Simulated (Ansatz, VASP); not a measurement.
## BiB in two plane-wave programs

Wanted: the spread between two codes on one cell, functional and k mesh. The cell is generated by rule, not measured, and may not be a known phase. The cell is taken from a series of runs on this material, whose earlier steps may have relaxed, scaled, displaced or heated it; both programs get it as it stands.

Program: Ansatz 0.2.0. Level of theory: plane waves, with VASP 6.6.1 beside it; relaxation of cell and atoms at r2SCAN. Results are calculated unless marked as measured.

The structure was built from a prototype and need not be the compound's stable phase.

**1. The structure**

The structure is cubic, space group Pm-3m (No. 221). The conventional cell has a = 3.349 Å, b = 3.349 Å, c = 3.349 Å, α = 90.00°, β = 90.00°, γ = 90.00°. Nearest to B lie 8 Bi at 2.90 Å. Nearest to Bi lie 8 B at 2.90 Å. Farther neighbours are not listed.

**2. VASP: relaxation of cell and atoms, r2SCAN**

The relaxed volume is the usual yardstick between codes: in a stiff, nearly cubic crystal its relative difference is about their pressure difference at one cell divided by the bulk modulus.

Lines of VASP's logs that name or quote its potential files are left out, and so is its time.

INCAR

```
SYSTEM = BiB
PREC = Accurate
ENCUT = 550
EDIFF = 1E-07
NELM = 120
ISMEAR = 1
SIGMA = 0.2
LREAL = .FALSE.
ALGO = Normal
METAGGA = R2SCAN
LASPH = .TRUE.
NBANDS = 15
LORBIT = 11
LWAVE = .FALSE.
LCHARG = .FALSE.
ISIF = 3
IBRION = 2
NSW = 80
EDIFFG = -0.005
GGA_COMPAT = .FALSE.
NELMIN = 4
LMIXTAU = .TRUE.
KPAR = 2
```

POSCAR

```
BiB
1.0
    3.3493430000      0.0000000000      0.0000000000
    0.0000000000      3.3493430000      0.0000000000
    0.0000000000      0.0000000000      3.3493430000
B Bi
1 1
Direct
    0.0000000000      0.0000000000      0.0000000000
    0.5000001493      0.5000001493      0.5000001493
```

KPOINTS

```
Automatic mesh
0
Gamma
12 12 12
0 0 0
```

PAW data sets: B and Bi_d (PBE family, release 64).

Command:

```bash
$ mpirun -np 2 vasp_std
```

Numbers of over 12 decimals in the logs are rounded to 6 here.

What it wrote:

```text
[banner, memory and clock lines left out]
running    2 mpi-ranks, on    1 nodes
 distrk:  each k-point on    1 cores,    2 groups
 distr:  one band on    1 cores,    1 groups

 POSCAR found type information on POSCAR B Bi
 POSCAR found :  2 types and       2 ions
|                                                                             |
|               ----> ADVICE to this user running VASP <----                  |
|                                                                             |
|     You enforced a specific xc type in the INCAR file but a different       |
|     [... a line on the potential file left out ...]
|     I HOPE YOU KNOW WHAT YOU ARE DOING!                                     |
|                                                                             |

 LDA part: xc-table for (None), standard interpolation
 POSCAR, INCAR and KPOINTS ok, starting setup
 FFT: planning ... GRIDC
 FFT: planning ... GRID_SOFT
 FFT: planning ... GRID
 WAVECAR not read
 entering main loop
       N       E                     dE             d eps       ncg     rms          rms(c)
DAV:   1     0.736742457368E+02    0.73674E+02   -0.10664E+04  2527   0.154E+03
DAV:   2    -0.583539636065E+02   -0.13203E+03   -0.12873E+03  2688   0.366E+02
DAV:   3    -0.663720772484E+02   -0.80181E+01   -0.79219E+01  3234   0.867E+01
DAV:   4    -0.665650609524E+02   -0.19298E+00   -0.19292E+00  3310   0.139E+01
DAV:   5    -0.665694847523E+02   -0.44238E-02   -0.44236E-02  3503   0.178E+00    0.163E+00
DAV:   6    -0.622980449651E+02    0.42714E+01   -0.15595E+00  3227   0.206E+01    0.104E+00
DAV:   7    -0.623887873781E+02   -0.90742E-01   -0.40045E-01  2632   0.676E+00    0.470E-01
DAV:   8    -0.623595541172E+02    0.29233E-01   -0.23340E-01  2674   0.393E+00    0.283E-01
DAV:   9    -0.624194811001E+02   -0.59927E-01   -0.27360E-02  2891   0.147E+00    0.166E-01
DAV:  10    -0.624189153538E+02    0.56575E-03   -0.31804E-02  2709   0.169E+00    0.112E-01
DAV:  11    -0.624234794018E+02   -0.45640E-02   -0.83714E-03  2793   0.793E-01    0.376E-02
DAV:  12    -0.624234646144E+02    0.14787E-04   -0.31207E-04  3264   0.207E-01    0.181E-02
DAV:  13    -0.624235335756E+02   -0.68961E-04   -0.17334E-04  3248   0.151E-01    0.806E-03
DAV:  14    -0.624235361215E+02   -0.25459E-05   -0.15668E-05  3101   0.367E-02    0.315E-03
DAV:  15    -0.624235369919E+02   -0.87038E-06   -0.20354E-06  3123   0.150E-02    0.217E-03
DAV:  16    -0.624235367406E+02    0.25125E-06   -0.54584E-07  3276   0.105E-02    0.892E-04
DAV:  17    -0.624235368351E+02   -0.94449E-07   -0.60248E-07  2905   0.716E-03
   1 F= -.62423537E+02 E0= -.62424032E+02  d E =-.624235E+02
 curvature:   0.00 expect dE= 0.000E+00 dE for cont linesearch  0.000E+00
 trial: gam= 0.00000 g(F)=  0.000E+00 g(S)=  0.255E-04 ort = 0.000E+00 (trialstep = 0.100E+01)
 search vector abs. value=  0.255E-04
 bond charge predicted
       N       E                     dE             d eps       ncg     rms          rms(c)
DAV:   1    -0.624238566201E+02   -0.31988E-03   -0.85078E-03  3213   0.157E+00    0.939E-02
DAV:   2    -0.624235869867E+02    0.26963E-03   -0.46491E-04  3178   0.381E-01    0.397E-02
DAV:   3    -0.624235386516E+02    0.48335E-04   -0.22291E-04  3880   0.237E-01    0.438E-03
DAV:   4    -0.624235385327E+02    0.11885E-06   -0.24548E-05  2674   0.443E-02    0.313E-03
DAV:   5    -0.624235424439E+02   -0.39111E-05   -0.55556E-06  2723   0.225E-02    0.193E-03
DAV:   6    -0.624235396709E+02    0.27730E-05   -0.60186E-06  2716   0.226E-02    0.234E-03
DAV:   7    -0.624235426940E+02   -0.30231E-05   -0.10742E-06  2688   0.102E-02    0.875E-04
DAV:   8    -0.624235428511E+02   -0.15708E-06   -0.13619E-07  2244   0.391E-03    0.252E-04
DAV:   9    -0.624235430106E+02   -0.15952E-06   -0.89009E-08  1827   0.372E-03    0.119E-04
DAV:  10    -0.624235430289E+02   -0.18282E-07   -0.31210E-08  1526   0.242E-03
   2 F= -.62423543E+02 E0= -.62424031E+02  d E =-.619376E-05
 trial-energy change:   -0.000006  1 .order   -0.000008   -0.000025    0.000009
 step:   0.6593(harm=  0.7298)  dis= 0.00000  next Energy=   -62.423545 (dE=-0.787E-05)
 reached required accuracy - stopping structural energy minimisation
```

Parts of OUTCAR (step 2):

```text
ion  position               nearest neighbor table
   1  0.000  0.000  0.000-   2 2.90   2 2.90   2 2.90   2 2.90   2 2.90   2 2.90   2 2.90   2 2.90

  LATTYP: Found a simple cubic cell.
 ALAT       =     3.3493430000

 Subroutine GETGRP returns: Found 48 space group operations
 (whereof 48 operations were pure point group operations)

The static configuration has the point symmetry O_h .

 Found     84 irreducible k-points:

   k-points           NKPTS =     84   k-points in BZ     NKDIM =     84   number of bands    NBANDS=     15

   dimension x,y,z NGX =    28 NGY =   28 NGZ =   28
   dimension x,y,z NGXF=    56 NGYF=   56 NGZF=   56

   ENCUT  =  550.0 eV  40.42 Ry    6.36 a.u.   6.40  6.40  6.40*2*pi/ulx,y,z

   NELECT =      18.0000    total number of electrons

 k-points in reciprocal lattice and weights: Automatic mesh
   0.00000000  0.00000000  0.00000000       0.001
   0.08333333  0.00000000  0.00000000       0.003
   0.16666667  0.00000000  0.00000000       0.003
   0.25000000  0.00000000  0.00000000       0.003
   0.33333333  0.00000000  0.00000000       0.003
   0.41666667  0.00000000  0.00000000       0.003
   0.50000000  0.00000000  0.00000000       0.002
   0.08333333  0.08333333  0.00000000       0.007
   0.16666667  0.08333333  0.00000000       0.014
[...]
0.50000000  0.50000000  0.41666667       0.003
   0.50000000  0.50000000  0.50000000       0.001

 average (electrostatic) potential at core
       1 -27.0050       2-109.7826

 E-fermi :   8.0483

 k-point     1 :       0.0000    0.0000    0.0000
  band No.  band energies     occupation
    ...
      6      -6.7733      2.00000
      7       5.3381      2.00000
      8       7.2409      2.00000
      9       7.2409      2.00000
     10       7.2409      2.00000
     11      14.2425      0.00000
     12      14.2425      0.00000
     13      16.3161      0.00000
     14      16.3161      0.00000
     15      16.3161      0.00000

 k-point     2 :       0.0833    0.0000    0.0000
  band No.  band energies     occupation
    ...
      6      -6.6801      2.00000
      7       4.7177      2.00000
      8       7.3466      2.00001
      9       7.3466      2.00001
     10       7.4857      2.00051
     11      14.3134      0.00000
     12      14.5572      0.00000
     13      16.0813      0.00000
     14      16.0813      0.00000
     15      16.2385      0.00000

 k-point     3 :       0.1667    0.0000    0.0000
  band No.  band energies     occupation
    ...
      6      -6.4031      2.00000
      7       3.4201      2.00000
      8       7.6595      2.01908
      9       7.6595      2.01908
     10       7.8904      1.97457
     11      14.4119      0.00000
     12      14.5263      0.00000
     13      15.4111      0.00000
     14      15.4111      0.00000
     15      17.0116      0.00000

  Total       -0.0069448     -0.0069448     -0.0069448     -0.0000000     -0.0000000      0.0000000
  in kB       -0.2957366     -0.2957366     -0.2957366     -0.0000000     -0.0000000      0.0000000
  external PRESSURE =      -0.2957366 kB  Pullay stress =       0.0000000 kB

  energy-cutoff  :      550.00
  volume of cell :       37.62
      direct lattice vectors                 reciprocal lattice vectors
     3.350858542 -0.000000000  0.000000000     0.298430980  0.000000000  0.000000000
    -0.000000000  3.350858542  0.000000000     0.000000000  0.298430980  0.000000000
     0.000000000 -0.000000000  3.350858542    -0.000000000 -0.000000000  0.298430980

 POSITION                                       TOTAL-FORCE (eV/Angst)
 -----------------------------------------------------------------------------------
      0.00000      0.00000      0.00000        -0.000000     -0.000000      0.000000
      1.67543      1.67543      1.67543         0.000000      0.000000      0.000000
 -----------------------------------------------------------------------------------
    total drift:                               -0.000472     -0.000472     -0.000472

  FREE ENERGIE OF THE ION-ELECTRON SYSTEM (eV)
  ---------------------------------------------------
  free  energy   TOTEN  =       -62.4235430289 eV

  energy  without entropy=      -62.4250079112  energy(sigma->0) =      -62.42403132

 reached required accuracy - stopping structural energy minimisation

 total charge
# of ion       s       p       d       tot
------------------------------------------
    1        0.837   0.642   0.000   1.478
    2        1.530   1.222   9.954  12.707
--------------------------------------------------
tot          2.367   1.864   9.954  14.185

[... 3 further parts left out ...]
```

CONTCAR:

```
BiB
   1.00000000000000
     3.3508585422018080   -0.0000000000000000    0.0000000000000000
    -0.0000000000000000    3.3508585422018080    0.0000000000000000
     0.0000000000000000   -0.0000000000000000    3.3508585422018080
  B               Bi
     1     1
Direct
     0.0000000000000000    0.0000000000000000    0.0000000000000000
     0.5000001492999999    0.5000001492999999    0.5000001492999999
```

**3. Ansatz: relaxation of cell and atoms, r2SCAN**

Ansatz runs on its default PAW (the set named soft_2) files.

The same cell, functional, mesh and smearing now go to Ansatz, which takes its cutoff from its data sets.

input.yaml

```yaml
crystal:
  lattice:
    - [3.3493432152, 0.0, 0.0]
    - [0.0, 3.3493432152, 0.0]
    - [0.0, 0.0, 3.3493432152]
  atoms:
    - { symbol: B, position: [0.0, 0.0, 0.0] }
    - { symbol: Bi, position: [0.5, 0.5, 0.5] }
kpoints:
  mp_grid: { grid: [12, 12, 12] }
hamiltonian:
  xc: r2scan
scf:
  occupations: { method: methfessel_paxton, width: 0.2 }
output:
  forces: true
  stress: true
  eigenvalues: true
relax:
  adjacent_minimum: "off"
  f_tol: 0.001
  max_steps: 60
  cell: { stress_tol: 0.01 }
```

Command:

```bash
$ ansatz run input.yaml --threads 4 --pin off --max-ram 7168MiB --backend cpu --events-out ev --progress --plain --runs-dir out
```

What it wrote:

```text
Engine: ansatz 0.2.0, aarch64-unknown-linux-gnu
Pseudopotentials: kind: paw
Pseudopotential: B, paw, valence charge 3, recommended cutoff 500 eV (meta_gga), B.paw.azcp
Pseudopotential: Bi, paw, valence charge 15, recommended cutoff 500 eV (meta_gga), Bi.paw.azcp
Functional definition: r2SCAN
  parameter k0 = 0.174
  parameter k1 = 0.065
  parameter a1 = 4.9479
  exchange = r2scan_x(k0 = k0, k1 = k1, a1 = a1)
  correlation = r2scan_c
Crystal: 2 atoms, lattice volume = 37.573 Å³
Basis set: ecut = 500 eV, 949 PW (Γ), exchange–correlation on 100×100×100 points (64 copies of the dense FFT grid, shifted against one another)
Bands: 13, of which v1, the nominal top of the filled ones, is band 9 counted from 1 (8 counted from 0)
Symmetry: 48 space group operations
Space group: Pm-3m (ITA 221), of the structure as read, at distance tolerance 3.3e-5 Å
k-points: 84 of 1728
Non-local potential: B, projectors of the file, l = 0: 2, l = 1: 2, l = 2: 1
Non-local potential: Bi, projectors of the file, l = 0: 2, l = 1: 2, l = 2: 2, l = 3: 2
PAW form: soft (Blöchl's): semilocal exchange-correlation on the pseudo side does not see the compensation charge
PAW frozen core: B, regenerated for the run's functional (the file was generated under x = pbe(κ = 0.804, μ = 0.219515), c = pbe(β = 0.066725))
PAW frozen core: Bi, regenerated for the run's functional (the file was generated under x = pbe(κ = 0.804, μ = 0.219515), c = pbe(β = 0.066725))
PAW one-centre angular grid: B, 302 points (default); XC on 160 Gauss nodes
PAW one-centre angular grid: Bi, 590 points (default); XC on 160 Gauss nodes
Initial density: superposition of atomic densities (neutral atoms: chi_scale 0, normalization atom), corrected by the library's trained network
Initial wavefunctions: pseudopotential atomic-orbital guess
Functional: x = r2scan, c = r2scan; τ floored in thin density (d = 2e-4 eV/Å³)
SCF iter   1: F=—  HF=-12564.174575 eV  |F-HF|=—  |Δ(HF+E_count)|=         —  Δρ=4.58e-3  dr2=1.09e-2  dr2_τ=8.07e-3  ethr=1.77e-3  ⟨swp⟩=5.0  Hψ=12838  notcnv=0  defer=3
automatic band count: the SCF goes on with 17 bands, as 13 were too few: the levels above may hold too much charge
preconditioner: auto → none  [metal: Δε(μ)=0.018 eV  Ē_g=24.252 eV  σ=0.200 eV  W_gap=0.08  n_scr=6 (ndim 8)  ℏωp=25.7 eV  f_vac=0.000  D(μ)=0.88/eV (n_scr^D=6)  sad-step TF]
SCF iter   2: F=—  HF=-12564.195215 eV  |F-HF|=—  |Δ(HF+E_count)|=   2.06e-2  S|Δr|=    0.00e0  Δρ=2.17e-3  dr2=1.99e-3  dr2_τ=6.52e-5  ethr=6.03e-5  ⟨swp⟩=2.2  Hψ=2594  notcnv=0  defer=16
SCF iter   3: F=—  HF=-12564.196118 eV  |F-HF|=—  |Δ(HF+E_count)|=   9.03e-4  S|Δr|=    0.00e0  Δρ=4.27e-4  dr2=3.86e-5  dr2_τ=2.55e-6  ethr=1.10e-5  ⟨swp⟩=2.7  Hψ=1878  notcnv=0  defer=16
SCF iter   4: F=—  HF=-12564.196175 eV  |F-HF|=—  |Δ(HF+E_count)|=   5.72e-5  S|Δr|=    0.00e0  Δρ=8.62e-5  dr2=2.20e-6  dr2_τ=9.75e-8  ethr=2.15e-7  ⟨swp⟩=2.8  Hψ=1988  notcnv=0  defer=16
SCF iter   5: F=—  HF=-12564.196180 eV  |F-HF|=—  |Δ(HF+E_count)|=   5.11e-6  S|Δr|=    0.00e0  Δρ=3.06e-5  dr2=2.43e-7  dr2_τ=9.49e-9  ethr=1.22e-8  ⟨swp⟩=2.0  Hψ=1583  notcnv=0  defer=16
SCF iter   6: F=-12564.196181 eV  HF=-12564.196181 eV  |F-HF|=6.26e-8  |Δ(HF+E_count)|=   6.80e-7  S|Δr|=    0.00e0  Δρ=1.02e-5  dr2=3.88e-8  dr2_τ=5.69e-10  ethr=5.56e-10  ⟨swp⟩=10.1  Hψ=8045  notcnv=0
SCF 1 converged in 6 iterations: F = -12564.196181 eV  dr2 = 3.88e-8
  greatest PAW one-centre occupation: 0.987 electrons in one spin orbital (limit 2), on the Bi atom at site 1 (counted from 0), in its partial waves of l = 2
relax step   1: F+E_penalty+E_count = -12564.19618120 eV  Δ(F+E_penalty+E_count) = +0.000e0 eV  max|allowed force component| = 1.265e-29 eV/Å  Δτ_max = 0.0000 Å  P = -0.028 GPa  Ω = 37.573 Å³  (6 SCF iters, dr2 threshold 1.00e-7 eV, accepted)
[...]
relax step   2: F+E_penalty+E_count = -12564.19618495 eV  Δ(F+E_penalty+E_count) = -3.749e-6 eV  max|allowed force component| = 1.265e-29 eV/Å  Δτ_max = 0.0000 Å  P = +0.049 GPa  Ω = 37.534 Å³  energy of the carried Pulay correction = +6.164e-6 eV  (5 SCF iters, dr2 threshold 1.99e-9 eV, rejected (line search))
[...]
relax step   3: F+E_penalty+E_count = -12564.19618477 eV  Δ(F+E_penalty+E_count) = -3.578e-6 eV  max|allowed force component| = 2.169e-30 eV/Å  Δτ_max = 0.0000 Å  P = -0.001 GPa  Ω = 37.559 Å³  energy of the carried Pulay correction = +2.247e-6 eV  (8 SCF iters, accepted)
[...]
relax step   4: F+E_penalty+E_count = -12564.19618116 eV  Δ(F+E_penalty+E_count) = +3.612e-6 eV  max|allowed force component| = 1.058e-29 eV/Å  Δτ_max = 0.0000 Å  P = -0.001 GPa  Ω = 37.559 Å³  stress off target by 5.90e-4 GPa  SCF on the basis re-selected at this cell (its energy is not comparable with the rows above)  (4 SCF iters)
basis re-selected at this cell: Δ(F+E_penalty+E_count) = +3.612e-6 eV, ΔP = -0.000 GPa vs the last step (what re-selecting the basis moved, of the pressure what is left beyond the Pulay correction that the steps carried, after the strain that the cell walked since its last selection, with what the two solves' SCF thresholds leave and, on support functions, any second-order correction that the steps lacked; it is no m [...]
SCF converged after 4 iterations
Stability not checked: this state was not tested for a lower state beside it, because cold or Methfessel-Paxton smearing, or corrected tetrahedra, fill the levels in a way that the test cannot read (fill_not_monotonic; see scf.lower_state_search)
Free energy (F): -12564.196181 eV
Harris-Foulkes:  -12564.196181 eV  (|F-HF|=1.09e-11)
Internal energy: -12564.197706 eV  (E = F + TS)
E sigma→0 (E₀):  -12564.196562 eV
Entropy (-TS):   0.001524 eV (0.762 meV/atom)
Fermi energy:    11.852443 eV
--- Per-component energies (eV) ---
  E_band       = -72.421374
  E_kinetic    = 338.785806
  E_local      = -1412.093021  (includes V_loc(G=0)·N_el)
  E_nonlocal   = 577.047881
  E_hartree    = 451.742066
  E_xc         = -169.254619
  E_vxc        = -193.423846  (∫ρ·V_xc dr)
  E_paw        = -10768.742345  (= ΣΔE_a)
  E_vpaw       = -298.731823  (= ΣTr[D̂ρ^β])
  E_aug_tail   = -0.000255  (compensation charges beyond the density's cutoff)
  E_vtau       = 12.509764  (kinetic-family band-sum trace: ∫τ·v_τ [+ j·A + Jᵃ·Aᵃ] dr)
  E_ewald      = -1582.540324
  E_core_change = 0.857105  (= ΣΔE_core)
  E_smearing   = 0.001524  (= −TS)
  E_closure    = -0.000000  (closes the sum)
  Σ components = -12564.196181   (vs F -12564.196181, Δ=0.00e0)
--- Forces (eV/Å), atoms counted from 1 ---
  atom   1  B      0.00000000     0.00000000    -0.00000000
  atom   2  Bi    -0.00000000    -0.00000000     0.00000000
  max |Σ_I F_I| component: 2.09e-29 eV/Å
--- Stress (GPa, compression-positive) ---
       -0.000590       0.000000       0.000000
        0.000000      -0.000590      -0.000000
        0.000000      -0.000000      -0.000590
  P = ⅓ Tr σ = -0.0006 GPa (-0.006 kbar)
--- Band table (eV; the first three rows and the last of 84) ---
  k-point 0: bands = [... 5 lower, -2.9649, 9.1688, 11.0423, 11.0423, 11.0423, 18.0367, 18.0367, 20.1503, ... 4 higher]
  k-point 1: bands = [... 5 lower, -2.8714, 8.5398, 11.1481, 11.1481, 11.2949, 18.1070, 18.3558, 19.9140, ... 4 higher]
  k-point 2: bands = [... 5 lower, -2.5936, 7.2334, 11.4618, 11.4618, 11.7063, 18.2289, 18.3180, 19.2399, ... 4 higher]
  k-point 83: bands = [... 5 lower, 3.2675, 7.3300, 9.4988, 9.4988, 9.4988, 10.6263, 10.6263, 10.6263, ... 4 higher]
--- Relaxed structure (3 steps of the walk, 2 accepted, 1 SCFs on fresh bases) ---
  F+E_penalty+E_count = -12564.19618116 eV   max|allowed force component| = 1.058e-29 eV/Å   (the final SCF, on the basis selected at the relaxed cell)
  cell:  # Å, volume = 37.5591 Å³
    - [3.348921, 0.0, 0]
    - [0, 3.348921, 0.0]
    - [0, 0.0, 3.348921]
  atoms:
    - { symbol: B, position: [0, 0.0, 0] }
    - { symbol: Bi, position: [0.5, 0.5, 0.5] }
```

In the SCF lines HF is the Harris–Foulkes energy and dr2 the Hartree energy of the density residual, in eV; the loop may stop once dr2 is under the threshold and the program's other checks hold. Hψ counts applications of the Hamiltonian.

**4. Side by side**

Known differences besides the potentials themselves: VASP keeps PBE cores, Ansatz makes them for the functional; the cutoff is 500 eV in Ansatz and 550 eV in VASP; Ansatz adds a Pulay correction to the stress that steers its cell, VASP none. Total energies have different zeros and are not compared.

The two programs side by side:

```tsv
quantity	Ansatz	VASP	difference
volume (Å³)	37.56	37.62	-0.17 %
edge a after relaxation, in the typed setting (Å)	3.349	3.351	-0.06 %
```

**5. What came out**

| Property | Result |
| --- | --- |
| difference in volume (relaxation of cell and atoms, r2SCAN) | -0.17 % |

In words: The difference in volume is -0.17 % (relaxation of cell and atoms, r2SCAN), within the 1.2 % picked in this series as the mark of a large difference, as far as the stopping tolerances let one tell. 1 further run of this series is not shown here. How closely two codes agree says nothing of how well the functional describes the real material.

[Lines on the potential files, build, host, timing and source positions are cut from VASP's logs without a mark.]

[Logs are printed without paths, hosts, clocks, repeated set-up lines and the standing remarks that a program may print on its own settings, such as how far it seeks lower states.]

[Hosts, paths, dates, database ids (printed as entryN), source tags and the programs' standing remarks are cut or masked in the printed files.]
